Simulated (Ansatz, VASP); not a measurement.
# CuAs3 in two plane-wave programs

Aim: how closely do two programs agree when they are given the same cell, functional and k mesh? The cell is generated by rule, not measured, and may not be a known phase. The cell is taken from a series of runs on this material, whose earlier steps may have relaxed, scaled, displaced or heated it; both programs get it as it stands.

Method: plane waves, with VASP 6.6.1 beside it; relaxation of cell and atoms at PBEsol, in Ansatz 0.2.0.

The structure was built from a prototype and need not be the compound's stable phase.

### Step 1. The starting structure

The structure is orthorhombic, space group Cccm (No. 66). The conventional cell has a = 5.179 Å, b = 7.324 Å, c = 7.324 Å, α = 90.00°, β = 90.00°, γ = 90.00°. Nearest to As lie 4 As at 2.51 to 2.67 Å and 2 Cu at 2.59 Å. Nearest to As lie 2 Cu at 2.59 Å and 4 As at 2.59 Å. Nearest to Cu lie 6 As at 2.59 Å. Farther neighbours are not listed.

Structure file:

```cif
data_structure
_symmetry_space_group_name_H-M 'P 1'
_symmetry_Int_Tables_number 1
_cell_length_a 4.4851
_cell_length_b 4.4851
_cell_length_c 7.3242
_cell_angle_alpha 90.000
_cell_angle_beta 90.000
_cell_angle_gamma 109.471
_cell_volume 138.91
loop_
_atom_site_label
_atom_site_type_symbol
_atom_site_fract_x
_atom_site_fract_y
_atom_site_fract_z
_atom_site_occupancy
As1 As 0.75772 0.25772 0.25000 1
As2 As 0.24228 0.74228 0.75000 1
As3 As 0.24228 0.74228 0.25000 1
As4 As 0.75772 0.25772 0.75000 1
As5 As 0.50000 0.50000 0.00000 1
As6 As 0.00000 0.00000 0.50000 1
Cu7 Cu 0.50000 0.50000 0.50000 1
Cu8 Cu 0.00000 0.00000 0.00000 1
```

### Step 2. VASP: relaxation of cell and atoms, PBEsol

The relaxed volume is the usual yardstick between codes: in a stiff, nearly cubic crystal its relative difference is about their pressure difference at one cell divided by the bulk modulus.

Lines of VASP's logs that name or quote its potential files are left out, and so is its time.

The input, INCAR:

```
SYSTEM = CuAs3
PREC = Accurate
ENCUT = 600
EDIFF = 1E-07
NELM = 120
ISMEAR = 1
SIGMA = 0.15
LREAL = .FALSE.
ALGO = Normal
GGA = PS
NBANDS = 34
LASPH = .TRUE.
LORBIT = 11
LWAVE = .FALSE.
LCHARG = .FALSE.
ISIF = 3
IBRION = 2
NSW = 80
EDIFFG = -0.005
GGA_COMPAT = .FALSE.
NELMIN = 4
KPAR = 2
```

The input, POSCAR:

```
CuAs3
1.0
   -2.5894910000      2.5894910000      2.5894910000
    2.5894910000     -2.5894910000      2.5894910000
    5.1789820000      5.1789820000      0.0000000000
As Cu
6 2
Direct
    0.7577235256      0.2577235256      0.2500000000
    0.2422764744      0.7422764744      0.7500000000
    0.2422764744      0.7422764744      0.2500000000
    0.7577235256      0.2577235256      0.7500000000
    0.5000000000      0.5000000000      0.0000000000
    0.0000000000      0.0000000000      0.5000000000
    0.5000000000      0.5000000000      0.5000000000
    0.0000000000      0.0000000000      0.0000000000
```

The input, KPOINTS:

```
Automatic mesh
0
Gamma
8 8 4
0 0 0
```

Potentials, in the order of the species: As and Cu (PBE family, release 64).

Run with:

```console
$ mpirun -np 2 vasp_std
```

Numbers of over 12 decimals in the logs are rounded to 6 here.

The log of the run:

```text
[banner, memory and clock lines left out]
running    2 mpi-ranks, on    1 nodes
 distrk:  each k-point on    1 cores,    2 groups
 distr:  one band on    1 cores,    1 groups

 POSCAR found type information on POSCAR AsCu
 POSCAR found :  2 types and       8 ions
|                                                                             |
|               ----> ADVICE to this user running VASP <----                  |
|                                                                             |
|     You enforced a specific xc type in the INCAR file but a different       |
|     [... a line on the potential file left out ...]
|     I HOPE YOU KNOW WHAT YOU ARE DOING!                                     |
|                                                                             |

 LDA part: xc-table for (Slater+PW92), standard interpolation
 POSCAR, INCAR and KPOINTS ok, starting setup
 FFT: planning ... GRIDC
 FFT: planning ... GRID_SOFT
 FFT: planning ... GRID
 WAVECAR not read
 entering main loop
       N       E                     dE             d eps       ncg     rms          rms(c)
DAV:   1     0.414466170850E+03    0.41447E+03   -0.23488E+04  4284   0.181E+03
DAV:   2     0.110575250233E+02   -0.40341E+03   -0.38992E+03  4320   0.380E+02
DAV:   3    -0.392623576024E+02   -0.50320E+02   -0.47200E+02  5748   0.140E+02
DAV:   4    -0.421222144722E+02   -0.28599E+01   -0.28160E+01  5816   0.310E+01
DAV:   5    -0.422086848372E+02   -0.86470E-01   -0.86263E-01  5920   0.513E+00    0.219E+01
DAV:   6    -0.509570136455E+02   -0.87483E+01   -0.14878E+02  5432   0.259E+02    0.199E+01
DAV:   7    -0.391281457888E+02    0.11829E+02   -0.33430E+01  5602   0.125E+02    0.792E+00
DAV:   8    -0.380046951906E+02    0.11235E+01   -0.95758E+00  6468   0.693E+01    0.247E+00
DAV:   9    -0.380903421033E+02   -0.85647E-01   -0.18854E+00  6664   0.188E+01    0.703E-01
DAV:  10    -0.380907049958E+02   -0.36289E-03   -0.10067E-01  6716   0.689E+00    0.480E-01
DAV:  11    -0.380874149045E+02    0.32901E-02   -0.26440E-02  5794   0.457E+00    0.265E-01
DAV:  12    -0.380865218453E+02    0.89306E-03   -0.49247E-03  6686   0.143E+00    0.641E-02
DAV:  13    -0.380864957831E+02    0.26062E-04   -0.27961E-04  6892   0.143E-01    0.392E-02
DAV:  14    -0.380864698310E+02    0.25952E-04   -0.15293E-04  6490   0.313E-01    0.124E-02
DAV:  15    -0.380864698311E+02   -0.11914E-09   -0.34374E-05  6724   0.726E-02    0.558E-03
DAV:  16    -0.380864688244E+02    0.10067E-05   -0.24722E-06  6710   0.347E-02    0.149E-03
DAV:  17    -0.380864685767E+02    0.24770E-06   -0.57755E-07  4926   0.104E-02    0.118E-03
DAV:  18    -0.380864684941E+02    0.82641E-07   -0.67981E-08  2670   0.645E-03
   1 F= -.38086468E+02 E0= -.38087362E+02  d E =-.380865E+02
[...]
2 F= -.38087641E+02 E0= -.38088491E+02  d E =-.117229E-02
[...]
3 F= -.38088208E+02 E0= -.38089078E+02  d E =-.173964E-02
[...]
4 F= -.38088208E+02 E0= -.38089077E+02  d E =-.173910E-02
[...]
5 F= -.38088258E+02 E0= -.38089123E+02  d E =-.505084E-04
[...]
6 F= -.38088308E+02 E0= -.38089159E+02  d E =-.100304E-03
[...]
7 F= -.38088314E+02 E0= -.38089156E+02  d E =-.106252E-03
 curvature:  -1.67 expect dE=-0.100E-03 dE for cont linesearch -0.382E-09
 trial: gam= 0.93594 g(F)=  0.157E-04 g(S)=  0.442E-04 ort = 0.120E-06 (trialstep = 0.771E+00)
 search vector abs. value=  0.116E-03
 bond charge predicted
       N       E                     dE             d eps       ncg     rms          rms(c)
DAV:   1    -0.380883505391E+02   -0.36612E-04   -0.19424E-03  4570   0.231E-01    0.260E-02
DAV:   2    -0.380883554778E+02   -0.49388E-05   -0.15942E-04  6462   0.165E-01    0.163E-02
DAV:   3    -0.380883519382E+02    0.35397E-05   -0.27857E-05  5774   0.134E-01    0.115E-02
DAV:   4    -0.380883492877E+02    0.26504E-05   -0.73322E-06  6710   0.525E-02    0.169E-03
DAV:   5    -0.380883493311E+02   -0.43332E-07   -0.81213E-07  5202   0.568E-03
   8 F= -.38088349E+02 E0= -.38089217E+02  d E =-.354886E-04
 trial-energy change:   -0.000035  1 .order   -0.000035   -0.000046   -0.000023
 step:   1.3853(harm=  1.5658)  dis= 0.00156  next Energy=   -38.088359 (dE=-0.451E-04)
 reached required accuracy - stopping structural energy minimisation
```

Parts of OUTCAR (step 2):

```text
ion  position               nearest neighbor table
   1  0.758  0.258  0.250-   3 2.51   5 2.59   6 2.59   7 2.59   8 2.59   3 2.67
   2  0.242  0.742  0.750-   4 2.51   5 2.59   6 2.59   7 2.59   8 2.59   4 2.67
   3  0.242  0.742  0.250-   1 2.51   5 2.59   6 2.59   7 2.59   8 2.59   1 2.67
   4  0.758  0.258  0.750-   2 2.51   5 2.59   6 2.59   7 2.59   8 2.59   2 2.67
   5  0.500  0.500  0.000-   8 2.59   8 2.59   3 2.59   4 2.59   1 2.59   2 2.59
   6  0.000  0.000  0.500-   7 2.59   7 2.59   3 2.59   4 2.59   1 2.59   2 2.59
   7  0.500  0.500  0.500-   6 2.59   6 2.59   3 2.59   4 2.59   1 2.59   2 2.59
   8  0.000  0.000  0.000-   5 2.59   5 2.59   3 2.59   4 2.59   1 2.59   2 2.59

  LATTYP: Found a base centered orthorhombic cell.
 ALAT       =     5.1789820000
 B/A-ratio  =     1.4142135624
 C/A-ratio  =     1.4142135624

 Subroutine GETGRP returns: Found  8 space group operations
 (whereof  4 operations were pure point group operations)

The static configuration has the point symmetry C_2h.
 The point group associated with its full space group is D_2h.

 Found     63 irreducible k-points:

   k-points           NKPTS =     63   k-points in BZ     NKDIM =     63   number of bands    NBANDS=     34

   dimension x,y,z NGX =    36 NGY =   36 NGZ =   60
   dimension x,y,z NGXF=    72 NGYF=   72 NGZF=  120

   ENCUT  =  600.0 eV  44.10 Ry    6.64 a.u.   8.96  8.96 14.63*2*pi/ulx,y,z

   NELECT =      52.0000    total number of electrons

 k-points in reciprocal lattice and weights: Automatic mesh
   0.00000000  0.00000000  0.00000000       0.004
   0.12500000  0.00000000  0.00000000       0.016
   0.25000000  0.00000000  0.00000000       0.016
   0.37500000  0.00000000  0.00000000       0.016
   0.50000000  0.00000000  0.00000000       0.008
   0.12500000  0.12500000  0.00000000       0.008
   0.25000000  0.12500000  0.00000000       0.016
   0.37500000  0.12500000  0.00000000       0.016
   0.50000000  0.12500000  0.00000000       0.016
[...]
-0.37500000  0.37500000  0.50000000       0.008
   0.50000000  0.50000000  0.50000000       0.004

 average (electrostatic) potential at core
       1 -48.5539       2 -48.5539       3 -48.5539       4 -48.5539       5 -48.5448
       6 -48.5448       7 -65.0623       8 -65.0623

 E-fermi :   6.1089

 k-point     1 :       0.0000    0.0000    0.0000
  band No.  band energies     occupation
    ...
     23       4.3035      2.00000
     24       4.3165      2.00000
     25       4.3269      2.00000
     26       5.4701      2.00000
     27       6.1046      1.04847
     28       6.3164     -0.06473
     29       7.0516     -0.00000
     30       7.5164     -0.00000
     31       8.7609     -0.00000
     32       9.9221      0.00000
    ...

 k-point     2 :       0.1250    0.0000    0.0000
  band No.  band energies     occupation
    ...
     23       4.4578      2.00000
     24       4.6589      2.00000
     25       4.7928      2.00000
     26       4.8060      2.00000
     27       5.7853      2.00931
     28       6.9613     -0.00000
     29       7.6716     -0.00000
     30       8.1795     -0.00000
     31       8.4442     -0.00000
     32      10.1487      0.00000
    ...

 k-point     3 :       0.2500    0.0000    0.0000
  band No.  band energies     occupation
    ...
     22       3.8290      2.00000
     23       4.1202      2.00000
     24       4.8212      2.00000
     25       5.1377      2.00000
     26       5.4905      2.00000
     27       6.1932      0.19594
     28       7.6110     -0.00000
     29       8.1473     -0.00000
     30       8.6995     -0.00000
     31       9.2059      0.00000
    ...

  Total        0.0217681      0.0217681     -0.0284849      0.0056030      0.0000000     -0.0000000
  in kB        0.2494811      0.2494811     -0.3264616      0.0642147      0.0000000     -0.0000000
  external PRESSURE =       0.0575002 kB  Pullay stress =       0.0000000 kB

  energy-cutoff  :      600.00
  volume of cell :      139.80
      direct lattice vectors                 reciprocal lattice vectors
    -2.592399314  2.592399314  2.598735974    -0.096435761  0.096435761  0.192401231
     2.592399314 -2.592399314  2.598735974     0.096435761 -0.096435761  0.192401231
     5.187637332  5.187637332 -0.000000000     0.096382991  0.096382991  0.000000000

 POSITION                                       TOTAL-FORCE (eV/Angst)
 -----------------------------------------------------------------------------------
      0.00071      2.59311      2.64209         0.000000      0.000000      0.004544
      5.18693      2.59453      2.55538        -0.000000     -0.000000     -0.004544
      2.59311      0.00071      2.55538         0.000000      0.000000     -0.004544
      2.59453      5.18693      2.64209        -0.000000     -0.000000      0.004544
      0.00000      0.00000      2.59874         0.000000      0.000000     -0.000000
      2.59382      2.59382     -0.00000         0.000000      0.000000     -0.000000
      2.59382      2.59382      2.59874         0.000000      0.000000     -0.000000
      0.00000      0.00000      0.00000         0.000000      0.000000      0.000000
 -----------------------------------------------------------------------------------
    total drift:                                0.000000      0.000000      0.000000

  FREE ENERGIE OF THE ION-ELECTRON SYSTEM (eV)
  ---------------------------------------------------
  free  energy   TOTEN  =       -38.0883493311 eV

  energy  without entropy=      -38.0909516161  energy(sigma->0) =      -38.08921676

 reached required accuracy - stopping structural energy minimisation

 total charge
# of ion       s       p       d       tot
------------------------------------------
    1        1.282   1.377   0.065   2.723
    2        1.282   1.377   0.065   2.723
    3        1.282   1.377   0.065   2.723
    4        1.282   1.377   0.065   2.723
    5        1.284   1.373   0.064   2.721
    6        1.284   1.373   0.064   2.721
    7        0.422   0.329   9.155   9.905
    8        0.422   0.329   9.155   9.905
--------------------------------------------------
tot          8.539   8.911  18.696  36.146

[... 3 further parts left out ...]
```

(Continued in part 2 of 2.)

[Lines on the potential files, build, host, timing and source positions are cut from VASP's logs without a mark.]

[Logs are printed without paths, hosts, clocks, repeated set-up lines and the standing remarks that a program may print on its own settings, such as how far it seeks lower states.]

[Hosts, paths, dates, database ids (printed as entryN), source tags and the programs' standing remarks are cut or masked in the printed files.]
